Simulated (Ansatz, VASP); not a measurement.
# PN: VASP beside Ansatz, part 2 of 2

Aim: how closely do two programs agree when they are given the same cell, functional and k mesh? The cell is generated by rule, not measured, and may not be a known phase. The cell is taken from a series of runs on this material, whose earlier steps may have relaxed, scaled, displaced or heated it; both programs get it as it stands.

VASP 6.6.1 and Ansatz 0.2.0.

So far: The structure; Ansatz: zone-centre phonons, PBE.

**3. VASP: zone-centre phonons, PBE**

Level of this step: PBE; plane waves and PAW (P, N); invented cell (VASP).

The same cell, functional, mesh and smearing now go to VASP, with its own data sets.

Lines of VASP's logs that name or quote its potential files are left out, and so is its time.

File INCAR:

```
SYSTEM = PN
PREC = Accurate
ENCUT = 600
EDIFF = 1E-08
NELM = 120
ISMEAR = 0
SIGMA = 0.02
LREAL = .FALSE.
ALGO = Normal
GGA = PE
NBANDS = 11
LORBIT = 11
LWAVE = .FALSE.
LCHARG = .FALSE.
ISIF = 2
IBRION = 8
LASPH = .TRUE.
GGA_COMPAT = .FALSE.
KPAR = 2
```

File POSCAR:

```
PN
1.0
    1.5538314346      0.8971049971      2.5373961074
   -1.5538314346      0.8971049971      2.5373961074
    0.0000000000     -1.7942099941      2.5373961074
P N
1 1
Direct
    0.5000000000      0.5000000000      0.5000000000
    0.0000000000      0.0000000000      0.0000000000
```

File KPOINTS:

```
Automatic mesh
0
Gamma
16 16 16
0 0 0
```

The projector-augmented-wave data sets are P and N (PBE family, release 64).

Launch:

```console
mpirun -np 2 vasp_std
```

Numbers of over 12 decimals in the logs are rounded to 6 here.

What it wrote:

```text
[banner, memory and clock lines left out]
running    2 mpi-ranks, on    1 nodes
 distrk:  each k-point on    1 cores,    2 groups
 distr:  one band on    1 cores,    1 groups

 POSCAR found type information on POSCAR P N
 POSCAR found :  2 types and       2 ions
 LDA part: xc-table for (Slater+PW92), standard interpolation
 POSCAR, INCAR and KPOINTS ok, starting setup
 FFT: planning ... GRIDC
 FFT: planning ... GRID_SOFT
 FFT: planning ... GRID
 WAVECAR not read
 entering main loop
       N       E                     dE             d eps       ncg     rms          rms(c)
DAV:   1     0.199853325085E+02    0.19985E+02   -0.54917E+03  3190   0.939E+02
DAV:   2    -0.112286945343E+02   -0.31214E+02   -0.29652E+02  4282   0.157E+02
DAV:   3    -0.123612232927E+02   -0.11325E+01   -0.11267E+01  3939   0.264E+01
DAV:   4    -0.123657744011E+02   -0.45511E-02   -0.45499E-02  3720   0.182E+00
DAV:   5    -0.123657965165E+02   -0.22115E-04   -0.22114E-04  3791   0.126E-01    0.840E+00
DAV:   6    -0.115294771992E+02    0.83632E+00   -0.10090E+01  3885   0.161E+01    0.406E+00
DAV:   7    -0.114607494929E+02    0.68728E-01   -0.70887E-01  3589   0.532E+00    0.325E+00
DAV:   8    -0.114653283172E+02   -0.45788E-02   -0.65913E-02  3511   0.222E+00    0.888E-01
DAV:   9    -0.114616036101E+02    0.37247E-02   -0.19619E-02  3697   0.814E-01    0.877E-02
DAV:  10    -0.114616593077E+02   -0.55698E-04   -0.47494E-04  3493   0.183E-01    0.208E-02
DAV:  11    -0.114616559332E+02    0.33745E-05   -0.10880E-05  3744   0.229E-02    0.691E-03
DAV:  12    -0.114616557279E+02    0.20528E-06   -0.13480E-06  3528   0.999E-03    0.256E-03
DAV:  13    -0.114616558128E+02   -0.84855E-07   -0.11825E-07  3739   0.247E-03    0.608E-04
DAV:  14    -0.114616558637E+02   -0.50954E-07   -0.10076E-08  2084   0.753E-04    0.192E-04
DAV:  15    -0.114616558502E+02    0.13564E-07   -0.97569E-10  1895   0.442E-04    0.781E-05
DAV:  16    -0.114616558505E+02   -0.28086E-09   -0.44023E-11  1832   0.615E-05
   1 F= -.11461656E+02 E0= -.11461623E+02  d E =-.662884E-04
 Linear response reoptimize wavefunctions to high precision
DAV:   1    -0.114616558493E+02    0.11902E-08   -0.50063E-11  1976   0.511E-05
DAV:   2    -0.114616558493E+02   -0.43769E-11   -0.22341E-12  1808   0.228E-05
 Linear response DOF=           2
 Linear response progress:
  Degree of freedom:   1/  2
       N       E                     dE             d eps       ncg     rms          rms(c)
RMM:   1    -0.348250381741E-01   -0.34825E-01    0.17444E-03 33545   0.128E+00
RMM:   2    -0.345772930055E-01    0.24775E-03   -0.94523E-04 21431   0.251E-01    0.154E-01
RMM:   3    -0.338956219965E-01    0.68167E-03   -0.93054E-05 22417   0.598E-02    0.850E-02
RMM:   4    -0.335376852362E-01    0.35794E-03   -0.48963E-05 22454   0.433E-02    0.215E-02
RMM:   5    -0.335796269459E-01   -0.41942E-04   -0.20965E-06 22664   0.126E-02    0.136E-03
RMM:   6    -0.335867075963E-01   -0.70807E-05   -0.27010E-08 23008   0.108E-03    0.539E-04
RMM:   7    -0.335893296294E-01   -0.26220E-05    0.40047E-10 22960   0.691E-04    0.203E-04
RMM:   8    -0.335891549983E-01    0.17463E-06   -0.10012E-08 23886   0.844E-05    0.121E-04
RMM:   9    -0.335890344369E-01    0.12056E-06    0.33288E-08 23190   0.863E-05    0.940E-06
RMM:  10    -0.335890887098E-01   -0.54273E-07    0.36791E-08 23457   0.149E-05    0.215E-06
RMM:  11    -0.335890855628E-01    0.31470E-08    0.16980E-08 21673   0.127E-05    0.367E-07
 first order change of Fermi-energy   0.10957E-03
 force on displaced ion       1 direction 1 :  11.500  -0.000  -0.000
 Linear response progress:
  Degree of freedom:   2/  2
       N       E                     dE             d eps       ncg     rms          rms(c)
RMM:   1    -0.219212758671E+00   -0.21921E+00    0.16680E-01 28301   0.326E+00
RMM:   2    -0.221780072232E+00   -0.25673E-02   -0.40245E-03 21567   0.554E-01    0.168E-01
RMM:   3    -0.222406598541E+00   -0.62653E-03   -0.92677E-05 22290   0.736E-02    0.101E-01
RMM:   4    -0.223518449432E+00   -0.11119E-02   -0.71470E-05 21677   0.624E-02    0.123E-02
RMM:   5    -0.223489585006E+00    0.28864E-04   -0.20099E-06 22723   0.126E-02    0.192E-03
RMM:   6    -0.223473181016E+00    0.16404E-04   -0.22472E-08 23477   0.111E-03    0.817E-04
RMM:   7    -0.223471266476E+00    0.19145E-05    0.18484E-10 23261   0.656E-04    0.193E-04
RMM:   8    -0.223470650021E+00    0.61645E-06    0.28234E-08 24160   0.153E-04    0.869E-05
RMM:   9    -0.223469677395E+00    0.97263E-06    0.76308E-08 23690   0.108E-04    0.833E-06
RMM:  10    -0.223469754414E+00   -0.77019E-07    0.77364E-08 24772   0.318E-05    0.395E-06
RMM:  11    -0.223469762726E+00   -0.83126E-08    0.47745E-09 22313   0.294E-05    0.655E-07
 first order change of Fermi-energy  -0.47072E-04
 force on displaced ion       2 direction 1 :  11.497  -0.000  -0.000
 Linear response finished
```

From OUTCAR (step 3):

```text
ion  position               nearest neighbor table
   1  0.500  0.500  0.500-   2 2.20   2 2.20   2 2.20   2 2.20   2 2.20   2 2.20
   2  0.000  0.000  0.000-   1 2.20   1 2.20   1 2.20   1 2.20   1 2.20   1 2.20

  LATTYP: Found a face centered cubic cell.
 ALAT       =     4.3948989770

 Subroutine GETGRP returns: Found 48 space group operations
 (whereof 48 operations were pure point group operations)

The static configuration has the point symmetry O_h .

 Found    145 irreducible k-points:

   k-points           NKPTS =    145   k-points in BZ     NKDIM =    145   number of bands    NBANDS=     11

   dimension x,y,z NGX =    28 NGY =   28 NGZ =   28
   dimension x,y,z NGXF=    56 NGYF=   56 NGZF=   56

   ENCUT  =  600.0 eV  44.10 Ry    6.64 a.u.   6.21  6.21  6.21*2*pi/ulx,y,z

   NELECT =      10.0000    total number of electrons

 k-points in reciprocal lattice and weights: Automatic mesh
   0.00000000  0.00000000  0.00000000       0.000
   0.06250000 -0.00000000  0.00000000       0.002
   0.12500000 -0.00000000  0.00000000       0.002
   0.18750000 -0.00000000 -0.00000000       0.002
   0.25000000 -0.00000000  0.00000000       0.002
   0.31250000 -0.00000000  0.00000000       0.002
   0.37500000 -0.00000000 -0.00000000       0.002
   0.43750000 -0.00000000 -0.00000000       0.002
   0.50000000 -0.00000000  0.00000000       0.001
[...]
-0.31250000  0.50000000  0.18750000       0.003
  -0.25000000  0.50000000  0.25000000       0.001

 average (electrostatic) potential at core
       1 -81.2251       2 -60.6929

  Total       -0.7245914     -0.7245914     -0.7245914      0.0000000     -0.0000000      0.0000000
  in kB      -54.7037469    -54.7037469    -54.7037469      0.0000000     -0.0000000      0.0000000
  external PRESSURE =     -54.7037469 kB  Pullay stress =       0.0000000 kB

  energy-cutoff  :      600.00
  volume of cell :       21.22
      direct lattice vectors                 reciprocal lattice vectors
     1.553831435  0.897104997  2.537396107     0.321785226  0.185782787  0.131368269
    -1.553831435  0.897104997  2.537396107    -0.321785226  0.185782787  0.131368269
     0.000000000 -1.794209994  2.537396107     0.000000000 -0.371565574  0.131368269

 POSITION                                       TOTAL-FORCE (eV/Angst)
 -----------------------------------------------------------------------------------
      0.00000      0.00000      3.80609        -0.000000      0.000000      0.000000
      0.00000      0.00000      0.00000         0.000000     -0.000000     -0.000000
 -----------------------------------------------------------------------------------
    total drift:                                0.000000      0.000000      0.000000

 Eigenvectors and eigenvalues of the dynamical matrix
 ----------------------------------------------------

   1 f  =    0.001022 THz     0.006424 2PiTHz    0.034105 cm-1     0.004228 meV
             X         Y         Z           dx          dy          dz
      0.000000  0.000000  3.806094     0.354332   -0.742071   -0.111435
      0.000000  0.000000  0.000000     0.238258   -0.498979   -0.074931

   2 f  =    0.001022 THz     0.006424 2PiTHz    0.034105 cm-1     0.004228 meV
             X         Y         Z           dx          dy          dz
      0.000000  0.000000  3.806094    -0.623998   -0.222934   -0.499565
      0.000000  0.000000  0.000000    -0.419585   -0.149904   -0.335914

   3 f  =    0.001022 THz     0.006424 2PiTHz    0.034105 cm-1     0.004228 meV
             X         Y         Z           dx          dy          dz
      0.000000  0.000000  3.806094    -0.416790   -0.297101    0.653189
      0.000000  0.000000  0.000000    -0.280255   -0.199775    0.439214

   4 f/i=   17.071127 THz   107.261052 2PiTHz  569.431488 cm-1    70.600475 meV
             X         Y         Z           dx          dy          dz
      0.000000  0.000000  3.806094     0.557998   -0.000003    0.000003
      0.000000  0.000000  0.000000    -0.829842    0.000005   -0.000004

   5 f/i=   17.071127 THz   107.261052 2PiTHz  569.431488 cm-1    70.600475 meV
             X         Y         Z           dx          dy          dz
      0.000000  0.000000  3.806094    -0.000003   -0.164928    0.533067
      0.000000  0.000000  0.000000     0.000005    0.245278   -0.792766

   6 f/i=   17.071127 THz   107.261052 2PiTHz  569.431488 cm-1    70.600475 meV
             X         Y         Z           dx          dy          dz
      0.000000  0.000000  3.806094    -0.000002   -0.533067   -0.164928
      0.000000  0.000000  0.000000     0.000004    0.792766    0.245278

 ELASTIC MODULI CONTR FROM IONIC RELAXATION (kBar)
 Direction    XX          YY          ZZ          XY          YZ          ZX
 --------------------------------------------------------------------------------
 XX           0.0000      0.0000      0.0000      0.0000      0.0000      0.0000
 YY           0.0000      0.0000      0.0000      0.0000      0.0000      0.0000
 ZZ           0.0000      0.0000      0.0000      0.0000      0.0000      0.0000
 XY           0.0000      0.0000      0.0000      0.0000      0.0000      0.0000
 YZ           0.0000      0.0000      0.0000      0.0000      0.0000      0.0000
 ZX           0.0000      0.0000      0.0000      0.0000      0.0000      0.0000
 --------------------------------------------------------------------------------
```

**4. Side by side**

Known differences besides the potentials themselves: VASP's run holds the zone centre alone; the cutoff is 420 eV in Ansatz and 600 eV in VASP. Total energies have different zeros and are not compared.

The two programs side by side:

```csv
quantity,Ansatz,VASP,difference
"optical mode 1 to 3 (imaginary, printed as negative) (cm⁻¹)",-564.5,-569.4,+4.9
```

Modes are paired by rising frequency, not by their patterns, so a pair may set unlike modes beside each other; they are those without the splitting of longitudinal modes.

**5. Outcome**

```
r.m.s. difference of the optical zone-centre modes, each program's sorted by frequency (zone-centre phonons, PBE) : 4.9 cm⁻¹
```

In words: The r.m.s. difference of the optical zone-centre modes, each program's sorted by frequency is 4.9 cm⁻¹ (zone-centre phonons, PBE). How closely two codes agree says nothing of how well the functional describes the real material.

[Lines on the potential files, build, host, timing and source positions are cut from VASP's logs without a mark.]

[Logs are printed without paths, hosts, clocks, repeated set-up lines and the standing remarks that a program may print on its own settings, such as how far it seeks lower states.]

[Hosts, paths, dates, database ids (printed as entryN), source tags and the programs' standing remarks are cut or masked in the printed files.]
